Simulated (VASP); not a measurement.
Output of a VASP run:

OSZICAR:
```
       N       E                     dE             d eps       ncg     rms          rms(c)
DAV:   1     0.643115463973E+02    0.64312E+02   -0.68520E+03  2296   0.121E+03
DAV:   2    -0.129393814312E+02   -0.77251E+02   -0.74631E+02  2467   0.293E+02
DAV:   3    -0.142335125258E+02   -0.12941E+01   -0.12798E+01  2629   0.387E+01
DAV:   4    -0.142400877243E+02   -0.65752E-02   -0.65744E-02  2453   0.303E+00
DAV:   5    -0.142401433787E+02   -0.55654E-04   -0.55654E-04  2573   0.276E-01    0.192E+01
DAV:   6    -0.136642675888E+02    0.57588E+00   -0.70102E-01  2444   0.108E+01    0.721E+00
DAV:   7    -0.135150123980E+02    0.14926E+00   -0.34622E-01  2501   0.700E+00    0.765E-01
DAV:   8    -0.135088424746E+02    0.61699E-02   -0.38610E-03  2381   0.898E-01    0.101E-01
DAV:   9    -0.135087955732E+02    0.46901E-04   -0.10883E-04  2585   0.123E-01    0.536E-02
DAV:  10    -0.135087991863E+02   -0.36131E-05   -0.84175E-06  2514   0.394E-02    0.159E-02
DAV:  11    -0.135087993538E+02   -0.16755E-06   -0.36413E-07  1275   0.634E-03
   1 F= -.13508799E+02 E0= -.13508839E+02  d E =0.117755E-03
```

**OUTCAR**
```
------------------------ aborting loop because EDIFF is reached ----------------------------------------
  FORCE on cell =-STRESS in cart. coord.  units (eV):
  Direction    XX          YY          ZZ          XY          YZ          ZX
  --------------------------------------------------------------------------------------
  Total       -1.9998168     -1.9998168     -1.9998168      0.0000000      0.0000000     -0.0000000
  in kB     -191.3678728   -191.3678728   -191.3678728      0.0000000      0.0000000     -0.0000000
  external PRESSURE =    -191.3678728 kB  Pullay stress =       0.0000000 kB
  volume of cell :       16.74
      direct lattice vectors                 reciprocal lattice vectors
    -1.611600000  1.611600000  1.611600000     0.000000000  0.310250683  0.310250683
     1.611600000 -1.611600000  1.611600000     0.310250683  0.000000000  0.310250683
     1.611600000  1.611600000 -1.611600000     0.310250683  0.310250683  0.000000000
 POSITION                                       TOTAL-FORCE (eV/Angst)
 -----------------------------------------------------------------------------------
      0.00000      0.00000      0.00000         0.000000     -0.000000     -0.000000
 -----------------------------------------------------------------------------------
    total drift:                                0.000000     -0.000000      0.000000
  FREE ENERGIE OF THE ION-ELECTRON SYSTEM (eV)
  ---------------------------------------------------
  free  energy   TOTEN  =       -13.5087993538 eV

  energy  without entropy=      -13.5089171084  energy(sigma->0) =      -13.50883861
```
(Selected blocks of OUTCAR.)

POSCAR:
```
W
1
   -1.6116000000     1.6116000000     1.6116000000
    1.6116000000    -1.6116000000     1.6116000000
    1.6116000000     1.6116000000    -1.6116000000
W
1
Direct
  0.0000000000   0.0000000000   0.0000000000
```

Question: Reconstruct the remaining input files.

Answer: Several could match; the one computed here: the input of the run itself, AM05 GGA, plane waves, VASP's PBE PAW potentials (set 64).

### INCAR
```
# general
SYSTEM   =  W
PREC     =  Accurate
ENCUT    =  400   # plane-wave cut-off (eV)
LREAL    =  .False.
LASPH    =  .True.   # aspherical one-centre terms

# electronic loop
EDIFF    =  1E-6   # SCF stop (eV)
NELM     =  100
ALGO     =  Normal   # blocked Davidson
LMAXMIX  =  6   # l cut-off of mixed one-centre charges

# smearing
ISMEAR   =  1   # Methfessel-Paxton
SIGMA    =  0.1   # width (eV)

# functional
GGA      =  AM   # AM05

# ions
ISIF     =  2

# output
LWAVE    =  .False.
LCHARG   =  .False.
```

KPOINTS:
```
Automatic mesh
0
Gamma
14 14 14
0 0 0
```

POTCAR, in this order: W_sv (PBE.64 set). Program: vasp_std.

The compound is W in the bcc structure. The cell was not relaxed at this level. The run is one of a series of settings (GGA = AM against the base run), some of them coarse on purpose.
